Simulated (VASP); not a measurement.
## Al3GaN4 (ordered alloy cell): computed properties

The numbers are results of PBEsol GGA, VASP's PBE PAW potentials (set 64) (plane waves; VASP 6.6.1), not measurements.

```yaml
space_group: Pm (6)
cell: a = 5.0413 Å, b = 3.1296 Å, c = 5.4175 Å, α = 90.00°, β = 90.03°, γ = 90.00°
volume_per_atom: 10.68 Å³/atom
band gap (over mesh and band path): 3.50 eV
smallest direct gap (over mesh and band path): 3.50 eV
band_edge_character: direct, Γ to Γ
density: 4.02 g/cm³
```

Space group Pm (No. 6); a = 5.041 Å, b = 3.130 Å, c = 5.417 Å, α = γ = 90.00°, β = 90.03°

| atom | site | symmetry | x | y | z |
|---|---|---|---|---|---|
| Ga | 1a | m | 0.5017 | 0.0000 | 0.3337 |
| Al | 1b | m | 0.0003 | 0.5000 | 0.1652 |
| Al | 1b | m | 0.5013 | 0.5000 | 0.8326 |
| Al | 1a | m | 0.0005 | 0.0000 | 0.6683 |
| N | 1a | m | 0.8901 | 0.0000 | 0.3337 |
| N | 1b | m | 0.3763 | 0.5000 | 0.1598 |
| N | 1b | m | 0.8792 | 0.5000 | 0.8328 |
| N | 1a | m | 0.3785 | 0.0000 | 0.6737 |

The structure was generated: Al3GaN4 was put into an ordered model structure (Pm), which need not be its known phase. It was relaxed first. Symmetry was kept, so distortions that lower it aren't found.
